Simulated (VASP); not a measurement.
Set up this calculation in VASP 6.6.1, as the native input.

```
Task                   : atomic charges
Functional             : PBE
Dispersion             : TS
Potentials or basis    : VASP PAW PBE potentials, release 64 (Cl, B, Se, H)
Cutoff                 : 520 eV
k mesh                 : 1 × 1 × 1
Occupations            : gaussian, width 0.01 eV
Spin                   : no spin polarisation
Further INCAR settings : ALGO = Normal; EDIFF = 1e-07
```

The structure of Cl2BSeH lies in POSCAR:

```
BHSeCl2
1.0
   12.0000000000      0.0000000000      0.0000000000
    0.0000000000     13.0000000000      0.0000000000
    0.0000000000      0.0000000000     13.0000000000
Cl B Se H
2 1 1 1
Direct
    0.5305458300      0.5231000000      0.6193730800
    0.5965708300      0.3684153800      0.4572961500
    0.5261291700      0.4805846200      0.4922346200
    0.4458208300      0.5523846200      0.3858576900
    0.4055958300      0.6348153800      0.4535346200
```

These files were run (other wordings do the same):

INCAR

```
SYSTEM = BHSeCl2
  PREC = Accurate
  ENCUT = 520
  EDIFF = 1E-7
  ISMEAR = 0
  SIGMA = 0.01
  LREAL = .FALSE.
  LASPH = .TRUE.
  NELM = 60
  ALGO = Normal
  ISIF = 2
  LWAVE = .FALSE.
  LCHARG = .FALSE.
  GGA = PE
  IVDW = 2
  LORBIT = 11
```

KPOINTS

```
Automatic mesh
0
G
  1 1 1
  0 0 0
```

Potentials or basis: VASP PAW PBE potentials, release 64 (Cl, B, Se, H).

Launch:

```sh
$ cat potpaw_PBE.64/Cl/POTCAR potpaw_PBE.64/B/POTCAR potpaw_PBE.64/Se/POTCAR potpaw_PBE.64/H/POTCAR > POTCAR
$ mpirun -np 1 vasp_gam > vasp.out
```

Results of the run:

```
Largest force                                         : 0.432 eV/Å
Gap between the frontier levels                       : 4.32 eV
Valence electrons inside the program's atomic spheres : Cl 5.16; B 1.83; Se 3.95; H 0.56
Hirshfeld charges                                     : Cl -0.05; B +0.07; Se +0.01; H +0.03 e
Dispersion energy per atom                            : -0.003 eV
```

Wall time 3.3 min on 1 thread of Intel(R) Xeon(R) Platinum 8259CL CPU @ 2.50GHz (Skylake/Cascade Lake) (shared host), peak memory 1.5 GiB.
